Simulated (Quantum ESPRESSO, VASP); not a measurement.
Given: the input of a run of Quantum ESPRESSO 7.5 on Be4CN. The cell comes from a database or a generator and needn't be the stable form of this composition.

pw.in

```
&CONTROL
  calculation = 'scf'
  prefix = 'pwscf'
  outdir = './tmp'
  pseudo_dir = './pseudo'
  tprnfor = .true.
  tstress = .true.
  disk_io = 'nowf'
/
&SYSTEM
  ibrav = 0
  nat = 6
  ntyp = 3
  ecutwfc = 60
  ecutrho = 480
  nbnd = 19
  occupations = 'smearing'
  smearing = 'fd'
  degauss = 0.00367493
/
&ELECTRONS
  conv_thr = 1.2d-09
  electron_maxstep = 120
  mixing_beta = 0.5
/
ATOMIC_SPECIES
Be     9.0122 be_pbe_v1.4.uspp.F.UPF
C     12.0110 C.pbe-n-kjpaw_psl.1.0.0.UPF
N     14.0070 N.pbe-n-radius_5.UPF
CELL_PARAMETERS angstrom
   4.2746090000    0.0000000000    0.0000000000
  -2.1373045000    3.7019199900    0.0000000000
   0.0000000000    0.0000000000    3.3275380600
ATOMIC_POSITIONS crystal
Be     0.6666666700    0.3333333300    0.0000000000
Be     0.5010500000    0.0021000000    0.5000000000
Be     0.9979000000    0.4989500000    0.5000000000
Be     0.5010500000    0.4989500000    0.5000000000
C      0.0000000000    0.0000000000    0.0000000000
N      0.3333333300    0.6666666700    0.0000000000
K_POINTS automatic
7 7 8 0 0 0
```

Potentials or basis: SSSP 1.3 efficiency PBE.

Command:

```bash
$ OMP_NUM_THREADS=1 pw.x -in pw.in > pw.out
```

Problem. Set up the same calculation for VASP 6.6.1. Potentials or basis there: PBE PAW files Be, C, N, 520 eV.

Solution. As run (cutoffs and basis follow the program's own potentials, and thresholds, step limits or extra output files can differ):

INCAR

```
SYSTEM = Be4CN
PREC = Accurate ; ENCUT = 520
EDIFF = 1E-7 ; ISMEAR = -1
SIGMA = 0.05 ; LREAL = .FALSE.
LASPH = .TRUE. ; NELM = 80
ALGO = Normal ; ISIF = 2
LWAVE = .FALSE. ; LCHARG = .TRUE.
GGA = PE ; LELF = .TRUE.
LVHAR = .TRUE. ; NBANDS = 18
```

KPOINTS

```
regular mesh
0
G
  7 7 8
  0 0 0
```

File POSCAR:

```
Be4CN
1.0
    4.2746090000      0.0000000000      0.0000000000
   -2.1373045000      3.7019199900      0.0000000000
    0.0000000000      0.0000000000      3.3275380600
Be C N
4 1 1
Direct
    0.6666666700      0.3333333300      0.0000000000
    0.5010500000      0.0021000000      0.5000000000
    0.9979000000      0.4989500000      0.5000000000
    0.5010500000      0.4989500000      0.5000000000
    0.0000000000      0.0000000000      0.0000000000
    0.3333333300      0.6666666700      0.0000000000
```

Potentials or basis: VASP PAW PBE potentials, release 64 (Be, C, N).

Run with:

```console
$ cat potpaw_PBE.64/Be/POTCAR potpaw_PBE.64/C/POTCAR potpaw_PBE.64/N/POTCAR > POTCAR
$ mpirun -np 1 vasp_std > vasp.out
```

Both were run:

|  | Quantum ESPRESSO | VASP |
| --- | --- | --- |
| Pressure | -7.7 GPa | -7.8 GPa |
| Largest force | 0.360 eV/Å | 0.352 eV/Å |

The potentials hold 25 and 17 valence electrons a cell.

Pressure is positive in compression.
